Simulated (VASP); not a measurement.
An input for Quantum ESPRESSO's pw.x (written as the equivalent of a VASP run, and not itself run):

```
&CONTROL
  calculation = 'scf'
  pseudo_dir = './pseudo'
  outdir = './out'
  tprnfor = .true.
  tstress = .true.
/
&SYSTEM
  ibrav = 0
  nat = 2
  ntyp = 2
  ecutwfc = 92
  occupations = 'tetrahedra'
  input_dft = 'pw91'
/
&ELECTRONS
  conv_thr = 7.3e-09
  electron_maxstep = 100
/
ATOMIC_SPECIES
  Cu 63.546 Cu.upf
  Au 196.967 Au.upf
CELL_PARAMETERS angstrom
     2.8458526    0.0000000    0.0000000
    -0.0000000    2.8458526    0.0000000
    -0.0000000    0.0000000    3.7284964
ATOMIC_POSITIONS crystal
  Cu   0.0000000  1.0000000  0.0000000
  Au   0.5000000  0.5000000  0.5000000
K_POINTS automatic
  14 14 11 0 0 0
```

Q: Write the VASP files for the same calculation (PW91).

A: This is not unique; one that fits is 
INCAR:
```
! general
SYSTEM  = CuAu
PREC    = Accurate
ENCUT   = 520   ! plane-wave cut-off (eV)
LREAL   = .False.
LASPH   = .True.   ! aspherical one-centre terms

! electronic loop
EDIFF   = 1E-7
NELM    = 100   ! most electronic steps
ALGO    = Normal
LMAXMIX = 6   ! l cut-off of mixed one-centre charges

! smearing
ISMEAR  = -5   ! tetrahedra, Bloechl

! functional
GGA     = 91

! ions
ISIF    = 2

! output
LWAVE   = .False.
LCHARG  = .True.
LORBIT  = 11
NEDOS   = 601
```

### POSCAR
```
CuAu
1
    2.8458526234     0.0000000000     0.0000000000
   -0.0000000000     2.8458526234     0.0000000000
   -0.0000000000     0.0000000000     3.7284964312
Cu Au
1 1
Direct
  0.0000000000   1.0000000000   0.0000000000
  0.5000000000   0.5000000000   0.5000000000
```

**KPOINTS**
```
Automatic mesh
0
Gamma
14 14 11
0 0 0
```

POTCAR, in this order: Cu Au (PBE.64 set). Program: vasp_std.

What does not carry over: the potentials are each code's own (VASP's PAW set, PseudoDojo norm-conserving files in pw.x), so ENCUT and ecutwfc are chosen apart and not converted; conv_thr bounds pw.x's estimated SCF error, while EDIFF bounds the energy change between steps.

The compound is CuAu in the L1_0 structure. It was relaxed first.
